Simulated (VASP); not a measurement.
Input:

```
GaP
1.0
    0.00000     2.72500     2.72500
    2.72500     0.00000     2.72500
    2.72500     2.72500     0.00000
Ga P
1 1
Cartesian
  0.00000   0.00000   0.00000
  1.36250   1.36250   1.36250
```

All values below come from PBEsol GGA, VASP's PBE PAW potentials (set 64) (plane waves; VASP). Settings: 300 eV cut-off, 10×10×10 Γ-centred mesh, Fermi-Dirac smearing of 0.010 eV, potentials Ga_d P.

Task: Give the energies of bands 7 to 12 at the high-symmetry points, in eV from the valence-band maximum.

Result: 
| band | Γ | X | U | L | W |
|---|---|---|---|---|---|
| 7 | 0.00 | -6.81 | -6.60 | -6.70 | -6.60 |
| 8 | 0.00 | -2.71 | -4.00 | -1.13 | -3.63 |
| 9 | 0.00 | -2.71 | -2.28 | -1.13 | -3.48 |
| 10 | 1.75 | 1.52 | 2.08 | 1.59 | 4.61 |
| 11 | 3.83 | 1.72 | 4.73 | 4.66 | 4.84 |
| 12 | 3.83 | 10.56 | 8.20 | 4.66 | 6.03 |

The gap is indirect, 1.47 eV, from the valence maximum at Γ to the conduction minimum at Γ-X at 0.89.

The structure is a typed GaP crystal. The cell was not relaxed at this level.
